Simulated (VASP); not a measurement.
# HfZn: phonons with LDA

HfZn:

```
CELL_PARAMETERS angstrom
3.30753 0.00000 0.00000
0.00000 3.30753 0.00000
0.00000 0.00000 3.30753
ATOMIC_POSITIONS crystal
Hf 0.50000 0.50000 0.50000
Zn 0.00000 0.00000 0.00000
```

The cell comes from a database or a generator and needn't be the stable form of this composition.

```json
{
 "Program": "VASP 6.6.1",
 "Task": "phonons",
 "Functional": "LDA",
 "Potentials or basis": "VASP PAW LDA potentials, release 64 (Hf_pv, Zn)",
 "Cutoff": "520 eV",
 "k mesh": "7 × 7 × 7",
 "Occupations": "fermi-dirac, width 0.15 eV",
 "Spin": "no spin polarisation",
 "Dipole correction": "no",
 "Further INCAR settings": "ALGO = Fast; EDIFF = 1e-08; NBANDS = 18; IBRION = 8; NSW = 1"
}
```

```json
{"Highest phonon frequency at Γ, LO-TO splitting left out": "145 cm⁻¹"}
```

Phonon frequencies in cm⁻¹ (negative: imaginary):
| q point | frequencies |
| --- | --- |
| (0.000, 0.000, 0.000) | 0 0 0 145 145 145 |

It took 4.8 min on 1 thread of Intel(R) Xeon(R) Platinum 8488C (Sapphire Rapids) (shared host), peak memory 0.2 GiB.

Caveat: the atoms weren't relaxed first, which shifts response properties. The run has no spin-orbit coupling, so splittings on Hf are missing.
